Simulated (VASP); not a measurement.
**FAlSeH2: single point with PBE**

Molecule: FAlSeH2, in a box.

```
CELL_PARAMETERS angstrom
12.00000 0.00000 0.00000
0.00000 13.00000 0.00000
0.00000 0.00000 13.00000
ATOMIC_POSITIONS crystal
F 0.40529 0.45380 0.62140
Al 0.47136 0.47192 0.50924
Se 0.55518 0.62491 0.48020
H 0.48035 0.37692 0.43614
H 0.59617 0.59275 0.38274
```

The cell isn't the ideal one: atoms moved at random, drawn with an rms of 0.05 Å.

```
Program                : VASP 6.6.1
Task                   : single point
Functional             : PBE
Potentials or basis    : VASP PAW PBE potentials, release 64 (F, Al, Se, H)
Cutoff                 : 520 eV
k mesh                 : 1 × 1 × 1
Occupations            : gaussian, width 0.01 eV
Spin                   : no spin polarisation
Further INCAR settings : ALGO = Normal; EDIFF = 1e-07
```

```yaml
Largest_force: 1.736 eV/Å
Gap_between_the_frontier_levels: 4.75 eV
```

Forces in eV/Å, atoms in the order of the input:
```
F    0.074  0.177 -0.187
Al  -0.239 -0.693  0.372
Se  -0.228  1.187  1.247
H   -0.040 -0.152 -0.190
H    0.433 -0.519 -1.242
```

Levels at points of the mesh, in eV from the valence-band top:
| k point | band 7 | band 8 | band 9 | band 10 | band 11 | band 12 |
| --- | --- | --- | --- | --- | --- | --- |
| (0.00, 0.00, 0.00) | -2.47 | -0.84 | 0.00 | 4.75 | 5.22 | 5.71 |

Run time: 3.5 min on 1 thread of Intel(R) Xeon(R) Platinum 8375C CPU @ 2.90GHz (Ice Lake) (shared host), peak memory 1.5 GiB.
